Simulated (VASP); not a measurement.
Given:

```
Zn
1.0
    1.33000    -2.30363     0.00000
    1.33000     2.30363     0.00000
    0.00000     0.00000     4.95000
Zn
2
Cartesian
  1.33000   0.76788   1.23750
  1.33000  -0.76788   3.71250
```

Computed with PBE GGA, VASP's PBE PAW potentials (set 64) (plane waves; VASP 6.6.1). Settings: 300 eV cut-off, 10×10×5 Γ-centred mesh, Gaussian smearing of 0.20 eV, potentials Zn.

Q: Give the energies of bands 8 to 15 at the high-symmetry points, in eV from the Fermi level.

A: 
| band | Γ | M | K | A | L | H |
|---|---|---|---|---|---|---|
| 8 | -7.19 | -7.00 | -7.16 | -7.52 | -7.01 | -7.37 |
| 9 | -7.19 | -6.80 | -7.08 | -7.07 | -6.79 | -6.99 |
| 10 | -6.98 | -6.78 | -7.08 | -7.07 | -6.79 | -6.99 |
| 11 | -6.98 | -2.74 | 0.13 | -7.07 | -1.77 | 1.05 |
| 12 | -3.56 | -2.06 | 0.13 | -7.07 | -1.77 | 1.05 |
| 13 | -2.96 | 2.71 | 0.25 | 4.65 | 0.23 | 1.92 |
| 14 | 13.66 | 3.64 | 5.07 | 4.65 | 0.23 | 1.92 |
| 15 | 17.36 | 4.19 | 6.20 | 18.89 | 10.22 | 2.27 |

It has no gap at this level: it comes out as a metal or semimetal.

The structure is a typed Zn crystal (P6_3/mmc). The cell was not relaxed at this level.
